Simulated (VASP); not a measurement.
Computed with PBEsol GGA with spin-orbit coupling, VASP's PBE PAW potentials (set 64) (plane waves; VASP).

VASP input:

KPOINTS:
```
Automatic mesh
0
Gamma
12 12 8
0 0 0
```

INCAR:
```
# general
SYSTEM     = As
PREC       = Accurate
ENCUT      = 400
LREAL      = .False.
LASPH      = .True.

# electronic loop
EDIFF      = 1E-6
NELM       = 100
ALGO       = Normal
LMAXMIX    = 4

# smearing
ISMEAR     = 0
SIGMA      = 0.05

# functional
GGA        = PS
GGA_COMPAT = .False.

# spin
MAGMOM     = 6*0
LSORBIT    = .True.

# output
LWAVE      = .False.
LCHARG     = .False.
```

File KPOINTS_OPT:
```
k-points along high-symmetry lines
5
Line-mode
Reciprocal
  0.000000   0.000000   0.000000 ! GAMMA
  0.500000   0.000000   0.000000 ! M

  0.500000   0.000000   0.000000 ! M
  0.333333   0.333333   0.000000 ! K

  0.333333   0.333333   0.000000 ! K
  0.000000   0.000000   0.000000 ! GAMMA

  0.000000   0.000000   0.000000 ! GAMMA
  0.000000   0.000000   0.500000 ! A

  0.000000   0.000000   0.500000 ! A
  0.500000   0.000000   0.500000 ! L

  0.500000   0.000000   0.500000 ! L
  0.333333   0.333333   0.500000 ! H

  0.333333   0.333333   0.500000 ! H
  0.000000   0.000000   0.500000 ! A

  0.500000   0.000000   0.500000 ! L
  0.500000   0.000000   0.000000 ! M

  0.333333   0.333333   0.500000 ! H
  0.333333   0.333333   0.000000 ! K
```

File POSCAR:
```
As
3.0904240
  0.9999998643   0.0000000000   0.0000000000
 -0.4999999321   0.8660255652   0.0000000000
  0.0000000000   0.0000000000   1.4488709288
As
2
direct
  0.3333330000   0.6666670000   0.2500000000
  0.6666670000   0.3333330000   0.7500000000
```

POTCAR, in this order: As (PBE.64 set). Program: vasp_ncl.

Output of the run:

### OSZICAR
```
       N       E                     dE             d eps       ncg     rms          rms(c)
DAV:   1     0.269540313717E+02    0.26954E+02   -0.35082E+03  3420   0.770E+02
DAV:   2    -0.760963315260E+01   -0.34564E+02   -0.33099E+02  4748   0.134E+02
DAV:   3    -0.935540937116E+01   -0.17458E+01   -0.17108E+01  4042   0.299E+01
DAV:   4    -0.936591094738E+01   -0.10502E-01   -0.10494E-01  3916   0.250E+00
DAV:   5    -0.936593376823E+01   -0.22821E-04   -0.22821E-04  3772   0.123E-01    0.292E+00
DAV:   6    -0.935642257514E+01    0.95112E-02   -0.44691E-03  3696   0.424E-01    0.170E+00
DAV:   7    -0.935181638479E+01    0.46062E-02   -0.84585E-03  3588   0.583E-01    0.695E-02
DAV:   8    -0.935182416258E+01   -0.77778E-05   -0.13768E-04  3718   0.899E-02    0.435E-02
DAV:   9    -0.935182337044E+01    0.79215E-06   -0.17378E-05  3598   0.285E-02    0.362E-03
DAV:  10    -0.935182325511E+01    0.11533E-06   -0.28671E-07  2226   0.408E-03
   1 F= -.93518233E+01 E0= -.93509120E+01  d E =-.182258E-02  mag=    -0.0000    -0.0000    -0.0000
       N       E                     dE             ncg
```

File OUTCAR:
```
------------------------ aborting loop because EDIFF is reached ----------------------------------------
  FORCE on cell =-STRESS in cart. coord.  units (eV):
  Direction    XX          YY          ZZ          XY          YZ          ZX
  --------------------------------------------------------------------------------------
  Total        0.1616945      0.1616946     -0.3028974     -0.0000000      0.0000000      0.0000000
  in kB        6.9950554      6.9950599    -13.1036273     -0.0000000      0.0000000      0.0000000
  external PRESSURE =       0.2954960 kB  Pullay stress =       0.0000000 kB
  volume of cell :       37.04
      direct lattice vectors                 reciprocal lattice vectors
     3.090423580  0.000000000  0.000000000     0.323580239  0.186819078  0.000000000
    -1.545211790  2.676386191  0.000000000     0.000000000  0.373638156  0.000000000
     0.000000000  0.000000000  4.477625491     0.000000000  0.000000000  0.223332657
 POSITION                                       TOTAL-FORCE (eV/Angst)
 -----------------------------------------------------------------------------------
     -0.00000      1.78426      1.11941         0.000000      0.000000      0.000000
      1.54521      0.89213      3.35822        -0.000000      0.000000      0.000000
 -----------------------------------------------------------------------------------
    total drift:                                0.000143     -0.000083      0.000070
  FREE ENERGIE OF THE ION-ELECTRON SYSTEM (eV)
  ---------------------------------------------------
  free  energy   TOTEN  =        -9.3518232551 eV

  energy  without entropy=       -9.3500006712  energy(sigma->0) =       -9.35091196

 Ion:    1  E_soc:     -0.0269219

 Ion:    2  E_soc:     -0.0269219
```
(Selected blocks of OUTCAR.)

OUTCAR:
```
 val. band max:        6.6660639246   @ k =   0.2500   0.0000   0.2500

 cond. band min:       6.6752398369   @ k =   0.2500   0.0833   0.3750


 Fermi energy:         6.6751346680

 k-point     1 :       0.0000    0.0000    0.0000
  band No.  band energies     occupation
      1      -8.7161      1.00000
      2      -8.7161      1.00000
      3      -2.7062      1.00000
      4      -2.7062      1.00000
      5       0.1071      1.00000
      6       0.1071      1.00000
      7       9.2301      0.00000
      8       9.2301      0.00000
      9       9.5308      0.00000
     10       9.5308      0.00000
     11      11.4814      0.00000
     12      11.4814      0.00000
     13      11.8336      0.00000
     14      11.8336      0.00000
     15      14.1262      0.00000
     16      14.1262      0.00000
     17      14.4140      0.00000
     18      14.4140      0.00000

 k-point     2 :       0.0833    0.0000    0.0000
  band No.  band energies     occupation
      1      -8.5810      1.00000
      2      -8.5810      1.00000
      3      -2.6049      1.00000
      4      -2.6049      1.00000
      5       0.2460      1.00000
      6       0.2460      1.00000
      7       8.1547      0.00000
      8       8.1547      0.00000
      9       8.9539      0.00000
     10       8.9539      0.00000
     11      11.0864      0.00000
     12      11.0864      0.00000
     13      11.8873      0.00000
     14      11.8873      0.00000
     15      13.6952      0.00000
     16      13.6952      0.00000
     17      15.2230      0.00000
     18      15.2230      0.00000

 k-point     3 :       0.1667   -0.0000    0.0000
  band No.  band energies     occupation
      1      -8.1777      1.00000
      2      -8.1777      1.00000
      3      -2.3218      1.00000
      4      -2.3218      1.00000
      5       0.6594      1.00000
      6       0.6594      1.00000
      7       5.9882      1.00000
      8       5.9882      1.00000
      9       8.1077      0.00000
...
```

The structure was generated: As was put into the hcp type (P6_3/mmc), which need not be its known phase. It was relaxed first.
